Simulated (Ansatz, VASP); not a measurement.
# LaCoPO: VASP beside Ansatz, part 3 of 3

Aim: how closely do two programs agree when they are given the same cell, functional and k mesh? The cell is taken from a series of VASP runs on this material, whose earlier steps may have relaxed, scaled or displaced it; both programs get it as it stands.

VASP 6.6.1 and Ansatz 0.2.0.

So far. Step 4 (Comparison): The walks stopped with 0.00 GPa left in Ansatz and 0.00 GPa in VASP; each walk ends within a tolerance, so the volume difference is uncertain by about these residues over the bulk modulus, most in soft cells.

### Step 6. Ansatz: single point, LDA, DFT+U

Level of this step: Ansatz beside VASP: Kohn-Sham DFT, plane waves, LDA, DFT+U (Ansatz).

The same cell, functional (in two slightly different forms), mesh and smearing now go to Ansatz, which takes its cutoff from its data sets.

The cell is taken from a series of VASP runs on this material, whose earlier steps may have relaxed, scaled or displaced it; both programs get it as it stands.

The input, input.yaml:

```yaml
crystal:
  lattice:
    - [3.9084862103, 0.0, 0.0]
    - [0.0, 3.9084862103, 0.0]
    - [0.0, 0.0, 8.0129748136]
  atoms:
    - { symbol: La, position: [0.0, 0.5, 0.8438019325] }
    - { symbol: La, position: [0.5, 0.0, 0.1561980675] }
    - { symbol: Co, position: [0.5, 0.5, 0.5], spin: 2.0 }
    - { symbol: Co, position: [0.0, 0.0, 0.5], spin: 2.0 }
    - { symbol: P, position: [0.5, 0.0, 0.6157386906] }
    - { symbol: P, position: [0.0, 0.5, 0.3842613094] }
    - { symbol: O, position: [0.0, 0.0, 0.0] }
    - { symbol: O, position: [0.5, 0.5, 0.0] }
hamiltonian:
  xc: lda
  pseudopotentials: { kind: paw }
  hubbard: { sites: [{ species: Co, l: d, u_eff: 5.0 }] }
magnetization:
  spin_polarized: true
kpoints:
  mp_grid: { grid: [6, 6, 3] }
scf:
  occupations: { method: gaussian, width: 0.05 }
  n_extra_bands: 10
output:
  forces: true
  stress: true
  eigenvalues: true
```

Run with:

```bash
$ ansatz run input.yaml --threads 4 --pin off --max-ram 9216MiB --backend cpu --events-out ev --progress --plain --runs-dir out
```

Numbers of over 12 decimals in the logs are rounded to 6 here.

Output:

```text
[...]
k-point 1 ↑: bands = [... 35 lower, 10.4835, 11.4059, 11.4059, 12.2381, 14.4746, 14.5639, 15.1226, 15.1724, ... 6 higher]
  k-point 2 ↑: bands = [... 35 lower, 10.3450, 10.8884, 11.7701, 12.0397, 14.1687, 14.7578, 14.9580, 15.0280, ... 6 higher]
  k-point 19 ↓: bands = [... 35 lower, 11.1956, 11.3347, 11.3347, 11.8081, 11.8081, 14.3330, 14.3330, 15.9234, ... 6 higher]
Occupation matrices written to <dir>
[key lines of the parts left out:]
SCF converged after 24 iterations
Magnetization: 1.3911 μB (39.6956 up, 38.3044 down)
Free energy (F): -24844.589697 eV
Fermi energy:    12.787727 eV
P = ⅓ Tr σ = 2.6297 GPa (26.297 kbar)
```

Run time: 96 s. Hardware: 4 threads of Arm Neoverse V1, shared host; peak memory 1.1 GiB; 6.2 min of CPU time.

The run ends at a pressure of 2.63 GPa, with forces up to 0.41 eV/Å.

### Step 7. Differences

Compared:

| quantity | Ansatz | VASP | difference |
| --- | --- | --- | --- |
| pressure (GPa) | 2.63 | 0.00 | +2.63 |
| pressure without Ansatz's Pulay correction (GPa) | 2.31 | 0.00 | +2.31 |
| total moment (μB) | 1.39 | 1.39 | 0.00 |
| moment on Co3 (μB) | 0.74 | 0.76 | -0.03 |
| moment on Co4 (μB) | 0.74 | 0.76 | -0.03 |

At this near-relaxed geometry the largest component of a force difference is 406 meV/Å. Ansatz's pressure holds a Pulay correction of 0.32 GPa; VASP's holds none.

### Step 8. VASP: electric field gradients, LDA, DFT+U

Field gradients test the density near the nuclei, where the PAW reconstruction matters most.

The input, INCAR:

```
SYSTEM = LaCoPO
PREC = Accurate
ENCUT = 520
EDIFF = 1E-07
NELM = 150
ISMEAR = 0
SIGMA = 0.05
LREAL = .FALSE.
ALGO = Normal
GGA = CA
NBANDS = 44
ISPIN = 2
MAGMOM = -0.003 -0.003 0.764 0.764 -0.012 -0.012 -0.001 -0.001
LDAU = .TRUE.
LDAUTYPE = 2
LDAUL = -1 2 -1 -1
LDAUU = 0 5 0 0
LDAUJ = 0 0 0 0
LDAUPRINT = 1
LASPH = .TRUE.
LMAXMIX = 6
AMIX = 0.2
BMIX = 1E-04
AMIX_MAG = 0.8
BMIX_MAG = 1E-04
LORBIT = 11
LWAVE = .FALSE.
LCHARG = .FALSE.
KPAR = 4
LEFG = .TRUE.
```

The input, POSCAR:

```
LaCoPO
1.0
    3.9084862103      0.0000000000      0.0000000000
    0.0000000000      3.9084862103      0.0000000000
    0.0000000000      0.0000000000      8.0129748136
La Co P O
2 2 2 2
Direct
    0.0000000000      0.5000000000      0.8438019325
    0.5000000000      0.0000000000      0.1561980675
    0.5000000000      0.5000000000      0.5000000000
    0.0000000000      0.0000000000      0.5000000000
    0.5000000000      0.0000000000      0.6157386906
    0.0000000000      0.5000000000      0.3842613094
    0.0000000000      0.0000000000      0.0000000000
    0.5000000000      0.5000000000      0.0000000000
```

The input, KPOINTS:

```
Automatic mesh
0
Gamma
6 6 3
0 0 0
```

Potentials, in the order of the species: La, Co, P and O (LDA family, release 64).

Run with:

```bash
$ mpirun -np 4 vasp_std
```

Output:

```text
[... set-up lines as in an earlier step ...]
 entering main loop
       N       E                     dE             d eps       ncg     rms          rms(c)
DAV:   1     0.647868937529E+03    0.64787E+03   -0.23133E+04  3664   0.208E+03
DAV:   2     0.121125828915E+03   -0.52674E+03   -0.47101E+03  3848   0.374E+02
DAV:   3    -0.410627097817E+02   -0.16219E+03   -0.15178E+03  4984   0.201E+02
DAV:   4    -0.644225546386E+02   -0.23360E+02   -0.22349E+02  6220   0.888E+01
[...]
DAV:  21    -0.593471023386E+02   -0.11811E-05   -0.21699E-06  6144   0.114E-02    0.470E-03
DAV:  22    -0.593471024565E+02   -0.11792E-06   -0.75896E-07  4712   0.595E-03    0.289E-03
DAV:  23    -0.593471024213E+02    0.35258E-07   -0.61352E-07  4552   0.463E-03
ion   1
     0.0000000    -0.0000000     0.0000000    -0.1461527    -0.0000000     0.0000000
     0.0000602    -0.0000000     0.0000000    -0.1461527    -0.0000000     0.0000000
     0.0000829    -0.0000000     0.0000000    -0.1461527    -0.0000000     0.0000000
     0.0001141    -0.0000000     0.0000000    -0.1461527    -0.0000000     0.0000000
[...]
0.0000000     0.0000000    -0.0000000    -9.3642558     0.0000000    -0.0000000
     0.0000293     0.0000000    -0.0000000    -9.3642535     0.0000000    -0.0000000
     0.0000403     0.0000000    -0.0000000    -9.3642520     0.0000000    -0.0000000
     0.0000555     0.0000000    -0.0000000    -9.3642494     0.0000000    -0.0000000
     0.0000765     0.0000000    -0.0000000    -9.3642450     0.0000000    -0.0000000

ion   8
     0.0000000     0.0000000    -0.0000000    -3.2756493     0.0000000     0.0000000
     0.0000293     0.0000000    -0.0000000    -3.2756493     0.0000000     0.0000000
     0.0000403     0.0000000    -0.0000000    -3.2756493     0.0000000     0.0000000
     0.0000555     0.0000000    -0.0000000    -3.2756493     0.0000000     0.0000000
     0.0000765     0.0000000    -0.0000000    -3.2756492     0.0000000     0.0000000

     0.0000000     0.0000000    -0.0000000    -9.3642558     0.0000000     0.0000000
     0.0000293     0.0000000    -0.0000000    -9.3642535     0.0000000     0.0000000
     0.0000403     0.0000000    -0.0000000    -9.3642520     0.0000000     0.0000000
     0.0000555     0.0000000    -0.0000000    -9.3642494     0.0000000     0.0000000
     0.0000765     0.0000000    -0.0000000    -9.3642450     0.0000000     0.0000000

   1 F= -.59347102E+02 E0= -.59346549E+02  d E =-.110660E-02  mag=     1.3915
```

OUTCAR, selected parts (step 8):

```text
  Total       -0.0044844     -0.0044844     -0.0091048      0.0000000      0.0000000      0.0000000
  in kB       -0.0586950     -0.0586950     -0.1191713      0.0000000      0.0000000      0.0000000
  external PRESSURE =      -0.0788538 kB  Pullay stress =       0.0000000 kB

 POSITION                                       TOTAL-FORCE (eV/Angst)
 -----------------------------------------------------------------------------------
      0.00000      1.95424      6.76136         0.000000      0.000000     -0.006291
      1.95424      0.00000      1.25161         0.000000     -0.000000      0.006291
      1.95424      1.95424      4.00649        -0.000000     -0.000000      0.000000
      0.00000      0.00000      4.00649         0.000000      0.000000      0.000000
      1.95424      0.00000      4.93390         0.000000      0.000000      0.002475
      0.00000      1.95424      3.07908         0.000000      0.000000     -0.002475
      0.00000      0.00000      0.00000         0.000000     -0.000000      0.000000
      1.95424      1.95424      0.00000         0.000000      0.000000      0.000000
 -----------------------------------------------------------------------------------
    total drift:                                0.000000      0.000000     -0.000000

  FREE ENERGIE OF THE ION-ELECTRON SYSTEM (eV)
  ---------------------------------------------------
  free  energy   TOTEN  =       -59.3471024213 eV

  energy  without entropy=      -59.3459958254  energy(sigma->0) =      -59.34654912

 magnetization (x)
# of ion       s       p       d       f       tot
--------------------------------------------------
    1       -0.001   0.000  -0.000  -0.002  -0.003
    2       -0.001   0.000  -0.000  -0.002  -0.003
    3        0.011  -0.005   0.758   0.000   0.764
    4        0.011  -0.005   0.758   0.000   0.764
    5       -0.000  -0.012   0.000   0.000  -0.012
    6       -0.000  -0.012   0.000   0.000  -0.012
    7       -0.000  -0.001   0.000   0.000  -0.001
    8       -0.000  -0.001   0.000   0.000  -0.001
--------------------------------------------------
tot          0.020  -0.036   1.516  -0.004   1.495

[... 1 part as in an earlier step ...]

[... 2 further parts left out ...]
[key lines of the parts left out:]
E-fermi :   8.7872
```

The run ends at a pressure of -0.01 GPa, with forces up to 0.0063 eV/Å.

### Step 9. Ansatz: electric field gradients, LDA, DFT+U

The same cell, functional (in two slightly different forms), mesh and smearing now go to Ansatz, which takes its cutoff from its data sets.

The cell is taken from a series of VASP runs on this material, whose earlier steps may have relaxed, scaled or displaced it; both programs get it as it stands.

The input, input.yaml:

```yaml
crystal:
  lattice:
    - [3.9084862103, 0.0, 0.0]
    - [0.0, 3.9084862103, 0.0]
    - [0.0, 0.0, 8.0129748136]
  atoms:
    - { symbol: La, position: [0.0, 0.5, 0.8438019325], spin: -0.003 }
    - { symbol: La, position: [0.5, 0.0, 0.1561980675], spin: -0.003 }
    - { symbol: Co, position: [0.5, 0.5, 0.5], spin: 0.764 }
    - { symbol: Co, position: [0.0, 0.0, 0.5], spin: 0.764 }
    - { symbol: P, position: [0.5, 0.0, 0.6157386906], spin: -0.012 }
    - { symbol: P, position: [0.0, 0.5, 0.3842613094], spin: -0.012 }
    - { symbol: O, position: [0.0, 0.0, 0.0], spin: -0.001 }
    - { symbol: O, position: [0.5, 0.5, 0.0], spin: -0.001 }
hamiltonian:
  xc: lda
  pseudopotentials: { kind: paw }
  hubbard: { sites: [{ species: Co, l: d, u_eff: 5.0 }] }
magnetization:
  spin_polarized: true
kpoints:
  mp_grid: { grid: [6, 6, 3] }
scf:
  occupations: { method: gaussian, width: 0.05 }
  n_extra_bands: 8
output:
  forces: true
  stress: true
  eigenvalues: true
  efg: {}
```

Run with:

```bash
$ ansatz run input.yaml --threads 4 --pin off --max-ram 9216MiB --backend cpu --events-out ev --progress --plain --runs-dir out
```

Output:

```text
[...]
k-point 1 ↑: bands = [... 35 lower, 10.4835, 11.4060, 11.4060, 12.2382, 14.4746, 14.5639, 15.1226, 15.1724, ... 4 higher]
  k-point 2 ↑: bands = [... 35 lower, 10.3450, 10.8884, 11.7701, 12.0398, 14.1687, 14.7578, 14.9580, 15.0280, ... 4 higher]
  k-point 19 ↓: bands = [... 35 lower, 11.1957, 11.3347, 11.3347, 11.8082, 11.8082, 14.3331, 14.3331, 15.9234, ... 4 higher]
Occupation matrices written to <dir>
[key lines of the parts left out:]
SCF converged after 24 iterations
Magnetization: 1.3911 μB (39.6956 up, 38.3044 down)
Free energy (F): -24844.589697 eV
Fermi energy:    12.787772 eV
P = ⅓ Tr σ = 2.6297 GPa (26.297 kbar)
```

Elapsed: 28 s, on 4 threads; peak memory 0.8 GiB.

The run ends at a pressure of 2.63 GPa, with forces up to 0.41 eV/Å.

### Step 10. Side by side

What differs besides the data sets and the points named for the pairs above, as far as they apply: Ansatz adds the response of the frozen cores to the gradients, VASP leaves it out. Total energies have different zeros and are not compared.

Both answers:

| quantity | Ansatz | VASP | difference |
| --- | --- | --- | --- |
| pressure (GPa) | 2.63 | -0.01 | +2.64 |
| pressure without Ansatz's Pulay correction (GPa) | 2.31 | -0.01 | +2.32 |
| total moment (μB) | 1.39 | 1.39 | 0.00 |
| moment on Co3 (μB) | 0.74 | 0.76 | -0.03 |
| moment on Co4 (μB) | 0.74 | 0.76 | -0.03 |
| Vzz at La1 (V/Å²) | 2.3 | 4.5 | -2.2 |
| Vzz at La2 (V/Å²) | 2.3 | 4.5 | -2.2 |
| Vzz at Co3 (V/Å²) | -108.3 | -92.3 | -16.0 |
| Vzz at Co4 (V/Å²) | -108.3 | -92.3 | -16.0 |
| Vzz at P5 (V/Å²) | 5.7 | 7.1 | -1.4 |
| Vzz at P6 (V/Å²) | 5.7 | 7.1 | -1.4 |
| Vzz at O7 (V/Å²) | 11.0 | 11.2 | -0.2 |
| Vzz at O8 (V/Å²) | 11.0 | 11.2 | -0.2 |

At this near-relaxed geometry the largest component of a force difference is 406 meV/Å. Ansatz's pressure holds a Pulay correction of 0.32 GPa; VASP's holds none.

### Step 11. Summary of results

```json
{"difference in volume (relaxation of cell and atoms, LDA, DFT+U)": "1.6 %", "difference in total moment (single point, LDA, DFT+U)": "-5.0e-4 μB", "r.m.s. force difference (single point, LDA, DFT+U)": "124 meV/Å", "difference in pressure (single point, LDA, DFT+U)": "2.6 GPa", "difference in Vzz at Co3 (electric field gradients, LDA, DFT+U)": "-16 V/Å²", "r.m.s. force difference (electric field gradients, LDA, DFT+U)": "124 meV/Å", "difference in pressure (electric field gradients, LDA, DFT+U)": "2.6 GPa"}
```

The r.m.s. force difference is 124 meV/Å (electric field gradients, LDA, DFT+U). 1 further run of this series is not shown here. How closely two codes agree says nothing of how well the functional describes the real material.

[Lines on the potential files, build, host, timing and source positions are cut from VASP's logs without a mark.]

[Logs are printed without paths, hosts, clocks, repeated set-up lines and the standing remarks that a program may print on its own settings, such as how far it seeks lower states.]

[Hosts, paths, dates, database ids (printed as entryN), source tags and the programs' standing remarks are cut or masked in the printed files.]
